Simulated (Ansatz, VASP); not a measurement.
# Mo (Mo wire along [100], 4 atoms a period): VASP beside Ansatz, part 2 of 2

One calculation is typed for both programs; each brings its own data sets. How far apart do they land? Of the first pair: The structure shown is the start of the Ansatz relaxation below; VASP solves that cell, so the two are compared at the walk's first step.

VASP 6.6.1 and Ansatz 0.2.0.

So far. Step 4 (Comparison): The forces differ by 11 meV/Å r.m.s., which is 0.5 % of the r.m.s. force of 2.342 eV/Å (both taken over all components).

## (5) Ansatz: relaxation, PBE

Level of this step: Ansatz beside VASP: Kohn-Sham DFT, plane waves, PBE (Ansatz).

This run makes the geometry at which the two programs are then compared. The cell compared in this pair holds 303.54 Å³, against 313.48 Å³ for the pair before.

The structure compared here is the end of the Ansatz relaxation.

Input file input.yaml:

```yaml
crystal:
  lattice:
    - [9.96, 0.0, 0.0]
    - [0.0, 9.96, 0.0]
    - [0.0, 0.0, 3.16]
  atoms:
    - { symbol: Mo, position: [0.341365462, 0.5, 0.0] }
    - { symbol: Mo, position: [0.658634538, 0.5, 0.0] }
    - { symbol: Mo, position: [0.5, 0.341365462, 0.5] }
    - { symbol: Mo, position: [0.5, 0.658634538, 0.5] }
kpoints:
  mp_grid: { grid: [1, 1, 26] }
scf:
  occupations: { method: fermi_dirac, width: 0.05 }
hamiltonian:
  xc: pbe
  pseudopotentials: { kind: paw, azcp: { folder: soft_1 } }
relax:
  cell: { fix: [a, b, alpha, beta, gamma] }
  max_steps: 45
  f_tol: 0.03
```

Run with:

```bash
$ ansatz run input.yaml --threads 4 --pin off --max-ram 16384MiB --backend cpu --events-out ev --progress --plain --runs-dir out
```

Numbers of over 12 decimals in the logs are rounded to 6 here.

The log of the run:

```text
[...]
Crystal: 4 atoms, lattice volume = 313.477 Å³
Basis set: ecut = 420 eV, 6175 PW (Γ), exchange–correlation on 144×144×48 points (8 copies of the dense FFT grid, shifted against one another)
Bands: 34, of which v1, the nominal top of the filled ones, is band 28 counted from 1 (27 counted from 0)
Symmetry: 16 space group operations
[...]
k-points: 14 of 26
[...]
P = ⅓ Tr σ = -0.0227 GPa (-0.227 kbar)
--- Relaxed structure (6 steps of the walk, 5 accepted, 1 SCFs on fresh bases) ---
[...]
cell:  # Å, volume = 303.5420 Å³
    - [9.96, 0.0, 0.0]
    - [0.0, 9.96, 0.0]
    - [0.0, 0.0, 3.059850]
  atoms:
    - { symbol: Mo, position: [0.358209, 0.5, 0.0] }
    - { symbol: Mo, position: [0.641791, 0.5, 0.0] }
    - { symbol: Mo, position: [0.5, 0.358209, 0.5] }
    - { symbol: Mo, position: [0.5, 0.641791, 0.5] }
[key lines of the parts left out:]
SCF converged after 6 iterations
Free energy (F): -19815.557832 eV
Fermi energy:    1.847720 eV
```

## (6) VASP: single point, PBE, relaxed cell, pair 2

The same cell, functional, mesh and smearing now go to VASP, with its own data sets.

Input file INCAR:

```
SYSTEM = Mo
PREC = Accurate
ENCUT = 500
EDIFF = 1E-06
NELM = 120
ISMEAR = -1
SIGMA = 0.05
LREAL = .FALSE.
ALGO = Normal
GGA = PE
NBANDS = 34
LASPH = .TRUE.
LORBIT = 11
LWAVE = .FALSE.
LCHARG = .FALSE.
ISIF = 2
GGA_COMPAT = .FALSE.
```

Input file POSCAR:

```
Mo
1.0
    9.9600000000      0.0000000000      0.0000000000
    0.0000000000      9.9600000000      0.0000000000
    0.0000000000      0.0000000000      3.0598500102
Mo
4
Direct
    0.3582094476      0.5000000000      0.0000000000
    0.6417905524      0.5000000000      0.0000000000
    0.5000000000      0.3582094476      0.5000000000
    0.5000000000      0.6417905524      0.5000000000
```

Input file KPOINTS:

```
Automatic mesh
0
Gamma
1 1 26
0 0 0
```

Potentials, in the order of the species: Mo_sv (PBE family, release 64).

Run with:

```bash
$ mpirun -np 1 vasp_std
```

The log of the run:

```text
[... set-up lines as in an earlier step ...]
 entering main loop
       N       E                     dE             d eps       ncg     rms          rms(c)
DAV:   1     0.437711725896E+03    0.43771E+03   -0.34076E+04  1424   0.133E+03
DAV:   2    -0.177975136793E+02   -0.45551E+03   -0.44879E+03  1158   0.366E+02
DAV:   3    -0.394446213734E+02   -0.21647E+02   -0.20994E+02  1246   0.605E+01
DAV:   4    -0.403632787095E+02   -0.91866E+00   -0.90837E+00  1280   0.916E+00
[...]
DAV:  16    -0.351136588644E+02   -0.42043E-04   -0.12852E-05   920   0.153E-02    0.318E-03
DAV:  17    -0.351136626000E+02   -0.37356E-05   -0.36041E-06   808   0.673E-03    0.144E-03
DAV:  18    -0.351136625184E+02    0.81567E-07   -0.75915E-07   800   0.276E-03
   1 F= -.35113663E+02 E0= -.35100194E+02  d E =-.269363E-01
```

OUTCAR, selected parts (step 6):

```text
  Total        0.1459642      0.1459642      0.2344309     -0.0000000      0.0000000      0.0000000
  in kB        0.7704389      0.7704389      1.2373901     -0.0000000      0.0000000      0.0000000
  external PRESSURE =       0.9260893 kB  Pullay stress =       0.0000000 kB

 POSITION                                       TOTAL-FORCE (eV/Angst)
 -----------------------------------------------------------------------------------
      3.56777      4.98000      0.00000        -0.077299      0.000000      0.000000
      6.39223      4.98000      0.00000         0.077299      0.000000      0.000000
      4.98000      3.56777      1.52993         0.000000     -0.077299      0.000000
      4.98000      6.39223      1.52993        -0.000000      0.077299      0.000000
 -----------------------------------------------------------------------------------
    total drift:                                0.000000      0.000000     -0.000000

  FREE ENERGIE OF THE ION-ELECTRON SYSTEM (eV)
  ---------------------------------------------------
  free  energy   TOTEN  =       -35.1136625184 eV

  energy  without entropy=      -35.0867262293  energy(sigma->0) =      -35.10019437

[... 1 part as in an earlier step ...]

[... 2 further parts left out ...]
[key lines of the parts left out:]
E-fermi :   0.1011
```

## (7) Side by side

What differs besides the data sets and the points named for the pairs above, as far as they apply: the cutoff is 420 eV in Ansatz and 500 eV in VASP; Ansatz's pressure holds a Pulay correction, VASP's none. Total energies have different zeros and are not compared.

Compared:

| quantity | Ansatz | VASP | difference |
| --- | --- | --- | --- |
| pressure (GPa) | -0.02 | 0.09 | -0.12 |

Forces (eV/Å; atoms numbered as in POSCAR):

| atom | Ansatz x, y, z | VASP x, y, z |
| --- | --- | --- |
| Mo1 | -0.001, 0.000, 0.000 | -0.077, 0.000, 0.000 |
| Mo2 | 0.001, 0.000, 0.000 | 0.077, 0.000, 0.000 |
| Mo3 | 0.000, -0.001, 0.000 | 0.000, -0.077, 0.000 |
| Mo4 | 0.000, 0.001, 0.000 | 0.000, 0.077, 0.000 |

The forces differ by 44 meV/Å r.m.s., where the r.m.s. force is 0.001 eV/Å in Ansatz and 0.045 eV/Å in VASP: the atoms lie near their places of rest in Ansatz, so a percentage would say little (all taken over all components).

## (8) Results

| Property | Result |
| --- | --- |
| r.m.s. force difference (single point, PBE, start cell, pair 1) | 0.48 % of the r.m.s. force |
| r.m.s. force difference (single point, PBE, relaxed cell, pair 2) | 44 meV/Å |

The r.m.s. force difference is 44 meV/Å (single point, PBE, relaxed cell, pair 2), beyond the 12 meV/Å picked in this series as the mark of a large difference. What causes the difference of the single point, PBE, relaxed cell, pair 2 pair stays open here. How closely two codes agree says nothing of how well the functional describes the real material.

[Lines on the potential files, build, host, timing and source positions are cut from VASP's logs without a mark.]

[Logs are printed without paths, hosts, clocks, repeated set-up lines and the standing remarks that a program may print on its own settings, such as how far it seeks lower states.]

[Hosts, paths, dates, database ids (printed as entryN), source tags and the programs' standing remarks are cut or masked in the printed files.]
